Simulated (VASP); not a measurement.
Wanted: the native input for a VASP 6.6.1 run.

```
Task                   : single point
Functional             : LDA
Potentials or basis    : VASP PAW LDA potentials, release 64 (Si, Se, Mg)
Cutoff                 : 520 eV
k mesh                 : 4 × 4 × 4
Occupations            : gaussian, width 0.05 eV
Spin                   : no spin polarisation
Dipole correction      : no
Further INCAR settings : ALGO = Normal; EDIFF = 1e-06; NBANDS = 16
```

The structure of Mg3SiSe lies in POSCAR:

```
Mg3SiSe
1.0
    5.2881738719      0.0000000000      0.0000000000
    0.0000000000      5.2881738719      0.0000000000
    0.0000000000      0.0000000000      5.2881738719
Si Se Mg
1 1 3
Direct
    0.0000000000      0.0000000000      0.0000000000
    0.5000000000      0.5000000000      0.5000000000
    0.5000000000      0.5000000000      0.0000000000
    0.5000000000      0.0000000000      0.5000000000
    0.0000000000      0.5000000000      0.5000000000
```

The cell comes from a database or a generator and needn't be the stable form of this composition.

One way to write it, as run:

INCAR

```
PREC = Accurate ; ENCUT = 520
EDIFF = 1E-6 ; ISMEAR = 0
SIGMA = 0.05 ; LREAL = False
LASPH = True ; NELM = 100
ALGO = Normal ; ISIF = 2
LWAVE = False ; LCHARG = False
NBANDS = 16
```

KPOINTS

```
Automatic mesh
0
Gamma
  4 4 4
```

Potentials or basis: VASP PAW LDA potentials, release 64 (Si, Se, Mg).

Launch:

```sh
$ cat potpaw_LDA.64/Si/POTCAR potpaw_LDA.64/Se/POTCAR potpaw_LDA.64/Mg/POTCAR > POTCAR
$ mpirun -np 1 vasp_std > vasp.out
```

Results of the run:

The pressure is -7.1 GPa. The band gap on the k mesh is none (metal or under the smearing width).

Wall time 15 s on 1 thread of Intel(R) Xeon(R) Platinum 8375C CPU @ 2.90GHz (Ice Lake), on a shared host, peak memory 0.2 GiB.
